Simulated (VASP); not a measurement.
An input for Ansatz (written as the equivalent of a VASP run, and not itself run):

Ansatz 0.2 input:
```yaml
crystal:
  lattice:
    - [2.0746000, 1.1977710, 8.8958230]
    - [-2.0746000, 1.1977710, 8.8958230]
    - [0.0000000, -2.3955420, 8.8958230]
  atoms:
    - { symbol: Sr, position: [0.2478390, 0.2478390, 0.2478390] }
    - { symbol: Sr, position: [0.7521610, 0.7521610, 0.7521610] }
    - { symbol: B, position: [0.5000000, 0.5000000, 0.5000000] }
    - { symbol: Br, position: [0.0000000, 0.0000000, 0.0000000] }
    - { symbol: N, position: [0.4494220, 0.4494220, 0.4494220] }
    - { symbol: N, position: [0.5505780, 0.5505780, 0.5505780] }
kpoints:
  mp_grid: { grid: [5, 5, 5] }
hamiltonian:
  xc: lda
  pseudopotentials: { kind: paw }
scf:
  occupations: { method: gaussian, width: 0.01 }
  max_iter: 100
output: { forces: true, stress: true, eigenvalues: true }
```

Q: Translate this input to VASP (INCAR, KPOINTS, POSCAR, choice of POTCAR).

A: Several could match; the one computed here: 
### KPOINTS
```
Automatic mesh
0
Gamma
5 5 5
0 0 0
```

POSCAR:
```
Sr2BBrN2
1
    2.0746000000     1.1977710000     8.8958230000
   -2.0746000000     1.1977710000     8.8958230000
    0.0000000000    -2.3955420000     8.8958230000
Sr B Br N
2 1 1 2
Direct
  0.2478390000   0.2478390000   0.2478390000
  0.7521610000   0.7521610000   0.7521610000
  0.5000000000   0.5000000000   0.5000000000
  0.0000000000   0.0000000000   0.0000000000
  0.4494220000   0.4494220000   0.4494220000
  0.5505780000   0.5505780000   0.5505780000
```

**INCAR**
```
SYSTEM  =  Sr2BBrN2
PREC  =  Accurate; ENCUT  =  400; LREAL  =  .FALSE.
LASPH  =  .TRUE.
EDIFF  =  1E-6; NELM  =  100; ALGO  =  Normal
LMAXMIX  =  4
ISMEAR  =  0; SIGMA  =  0.01
ISIF  =  2
LWAVE  =  .FALSE.; LCHARG  =  .FALSE.
```

POTCAR, in this order: Sr_sv B Br N (LDA.64 set). Program: vasp_std.

Limits of the translation: each code has its own PAW files, so the cut-off isn't converted (ENCUT is set for VASP's; basis.ecutwfc is left out, and Ansatz then takes the one that its files recommend); Ansatz stops its SCF on the density residual and VASP on the energy change (EDIFF); Ansatz's lda is the Perdew-Wang form, while the LDA potentials of VASP carry Perdew-Zunger's.

The structure comes from a computed database's Sr2BBrN2 entry; how it stands against other phases isn't given here. The cell was not relaxed at this level. The run is one of a series of settings (GGA removed, POTCAR Sr_sv B Br N (LDA.64 set) against the base run), some of them coarse on purpose.
